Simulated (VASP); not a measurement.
Consider the following.

```
CELL_PARAMETERS angstrom
      0.00000     2.40327     2.40327
      2.40327     0.00000     2.40327
      2.40327     2.40327     0.00000
ATOMIC_POSITIONS crystal
  Na 0.00000 0.00000 0.00000
  H  0.50000 0.50000 0.50000
```

The numbers are results of revPBE GGA, VASP's PBE PAW potentials (set 64) (plane waves; VASP), not measurements. Settings: 520 eV cut-off, 9×9×9 Γ-centred mesh, Gaussian smearing of 0.050 eV, potentials Na_pv H.

**Question.** What does the run give for the energy per atom (σ→0), pressure?

**Answer.** 
```
Property                       Result
---------------------  --------------
energy per atom (σ→0)  -2.488 eV/atom
pressure                     1.59 GPa
```

Only differences to runs with the same potentials and settings are physical.

The compound is NaH in the rock salt structure. This cell is one point of a volume scan, at 0.94 of the reference volume.
